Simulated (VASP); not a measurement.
```
CELL_PARAMETERS angstrom
      0.00000     2.26000     2.26000
      2.26000     0.00000     2.26000
      2.26000     2.26000     0.00000
ATOMIC_POSITIONS crystal
  Ga 0.00000 0.00000 0.00000
  N  0.25000 0.25000 0.25000
```

Computed with PBE GGA, VASP's PBE PAW potentials (set 64) (plane waves; VASP). Numerical set-up: 520 eV cut-off, 9×9×9 Γ-centred mesh, Gaussian smearing of 0.050 eV, potentials Ga_d N.

### Question
What does the run give for the energy per atom (σ→0), pressure, band gap (on the k-mesh) with the smallest direct gap where there is one?

### Answer

```json
{
  "band gap (on the k-mesh)": "1.67 eV",
  "smallest direct gap (on the k-mesh)": "1.67 eV",
  "energy per atom (σ→0)": "-6074 meV/atom",
  "pressure": "3.43 GPa"
}
```

Only differences to runs with the same potentials and settings are physical.

The compound is GaN in the zinc blende structure, a metastable form; wurtzite is the usual one. The cell was not relaxed at this level.
